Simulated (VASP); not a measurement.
Input for VASP

File POSCAR:
```
Fe
1
   -1.4350266363     1.4350163198     1.4350222160
    1.4350013972    -1.4350220635     1.4350208189
    1.4349864741     1.4350111029    -1.4350226860
Fe
1
Direct
  0.0000000000   0.0000000000   0.0000000000
```

**INCAR**
```
SYSTEM = Fe
PREC = Accurate
ENCUT = 400
EDIFF = 1E-6
NELM = 100
ALGO = Normal
LREAL = .FALSE.
LASPH = .TRUE.
ISMEAR = 1
SIGMA = 0.1
GGA = PE
LMAXMIX = 4
ISPIN = 2
MAGMOM = 2.5
LORBIT = 10
LWAVE = .FALSE.
LCHARG = .FALSE.
ISIF = 2
```

**KPOINTS**
```
Automatic mesh
0
Gamma
13 13 13
0 0 0
```

POTCAR, in this order: Fe (PBE.64 set). Program: vasp_std.

What VASP printed:

standard output:
```
 POSCAR found type information on POSCAR Fe
 POSCAR found :  1 types and       1 ions
 Reading from existing POTCAR
 Reading from existing POTCAR

 -----------------------------------------------------------------------------
|                                                                             |
|           W    W    AA    RRRRR   N    N  II  N    N   GGGG   !!!           |
|           W    W   A  A   R    R  NN   N  II  NN   N  G    G  !!!           |
|           W    W  A    A  R    R  N N  N  II  N N  N  G       !!!           |
|           W WW W  AAAAAA  RRRRR   N  N N  II  N  N N  G  GGG   !            |
|           WW  WW  A    A  R   R   N   NN  II  N   NN  G    G                |
|           W    W  A    A  R    R  N    N  II  N    N   GGGG   !!!           |
|                                                                             |
|     Inconsistent Bravais lattice types found for crystalline and            |
|     reciprocal lattice:                                                     |
|                                                                             |
|        Crystalline: body-centered tetragonal                                |
|        Reciprocal : base-centered monoclinic                                |
|                    (instead of body-centered tetragonal)                    |
|                                                                             |
|     In most cases this is due to inaccuracies in the specification of       |
|     the crytalline lattice vectors.                                         |
|                                                                             |
|     Suggested SOLUTIONS:                                                    |
|      ) Refine the lattice parameters of your structure,                     |
|      ) and/or try changing SYMPREC.                                         |
|                                                                             |
 -----------------------------------------------------------------------------

 LDA part: xc-table for (Slater+PW92), standard interpolation

 -----------------------------------------------------------------------------
|                                                                             |
|     EEEEEEE  RRRRRR   RRRRRR   OOOOOOO  RRRRRR      ###     ###     ###     |
|     E        R     R  R     R  O     O  R     R     ###     ###     ###     |
|     E        R     R  R     R  O     O  R     R     ###     ###     ###     |
|     EEEEE    RRRRRR   RRRRRR   O     O  RRRRRR       #       #       #      |
|     E        R   R    R   R    O     O  R   R                               |
|     E        R    R   R    R   O     O  R    R      ###     ###     ###     |
|     EEEEEEE  R     R  R     R  OOOOOOO  R     R     ###     ###     ###     |
|                                                                             |
|     IBZKPT: not all point group operations associated with the symmetry     |
|     operators of the crystalline lattice are members of the point group     |
|     of the reciprocal lattice.                                              |
|                                                                             |
|       ---->  I REFUSE TO CONTINUE WITH THIS SICK JOB ... BYE!!! <----       |
|                                                                             |
 -----------------------------------------------------------------------------
```

Q: Read input and log: which fault does this run have?
(A) ALGO = VeryFast starts from random orbitals with almost no delay (NELMDL = -1)
(B) EDIFFG is positive, so the stop tests the energy change and not the forces
(C) ENCUT is too low for a cell relaxation, so Pulay stress biases the volume
(D) the lattice vectors carry noise near SYMPREC

A: D, the lattice vectors carry noise near SYMPREC. VASP stops with an error: IBZKPT: not all point group operations associated with the symmetry operators of the crystalline lattice are members of the point group of the reciprocal lattice. ----> I REFUSE TO CONTINUE WITH THIS SICK JOB ... BYE!!! <----

To mend it, correct POSCAR.
**POSCAR**
```
Fe
1
   -1.4350000000     1.4350000000     1.4350000000
    1.4350000000    -1.4350000000     1.4350000000
    1.4350000000     1.4350000000    -1.4350000000
Fe
1
Direct
  0.0000000000   0.0000000000   0.0000000000
```
The mended run (PBE GGA, plane waves, VASP's PBE PAW potentials (set 64)) converges, and its OSZICAR ends with
```
   1 F= -.82262588E+01 E0= -.82261999E+01  d E =-.176767E-03  mag=     2.2181
```

The compound is Fe in the bcc structure. The cell was not relaxed at this level.
